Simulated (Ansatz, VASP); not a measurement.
# Li4B4H15 (a cell with a defect): VASP beside Ansatz

```
Li B H
1.0
     5.64320    0.00000    0.00000
     0.00000   -5.64320    0.00000
     0.00000    0.00000   -5.64320
Li B H
4 4 15
Direct
  0.48230 0.01770 0.52943
  0.01770 0.48230 0.52943
  0.00347 0.00347 0.01958
  0.49653 0.49653 0.01958
  0.43511 0.06489 0.99864
  0.06489 0.43511 0.99864
  0.97664 0.97664 0.48409
  0.52336 0.52336 0.48409
  0.97618 0.52382 0.17360
  0.82489 0.07311 0.60644
  0.42689 0.67511 0.60644
  0.32042 0.92502 0.87947
  0.92502 0.32042 0.87947
  0.88358 0.88358 0.31152
  0.37506 0.37506 0.42334
  0.52382 0.97618 0.17360
  0.25000 0.25000 0.05091
  0.07311 0.82489 0.60644
  0.67511 0.42689 0.60644
  0.57498 0.17958 0.87947
  0.17958 0.57498 0.87947
  0.12494 0.12494 0.42334
  0.61642 0.61642 0.31152
```

Change from the starting cell: atom 17 (H) set half-way to the vacancy, atoms relaxed in the symmetry of that start.

Alike in both runs: functional PBEsol; k mesh 4 × 4 × 4; occupations gaussian, width 0.05 eV; no spin polarisation.

Ansatz relaxed the structure, and its values are those at the end. VASP's run is a single point on that final structure, the one shown.

```csv
,VASP,Ansatz
version,VASP 6.6.1,Ansatz 0.2.0
potentials or method,"VASP PAW PBE potentials, release 64 (Li_sv, B, H)","scalar-relativistic, plane waves, PAW"
plane-wave cutoff (eV),520,420
valence electrons in the cell,39,39
```

```csv
,VASP,Ansatz,Ansatz less VASP
gap on the k mesh at the Fermi level (eV),none,none,-
rms of the force components (eV/Å),0.008,0.002,-0.0062
```

A gap of «none» marks a metal or a gap that the smearing closes. The functional is the same, so the differences come from potentials, cutoffs and numerics. Ansatz warned: «stress_scf_threshold_loose».

Caveats: the PAW data sets were made with another functional, which shifts forces and pressure a little (VASP).
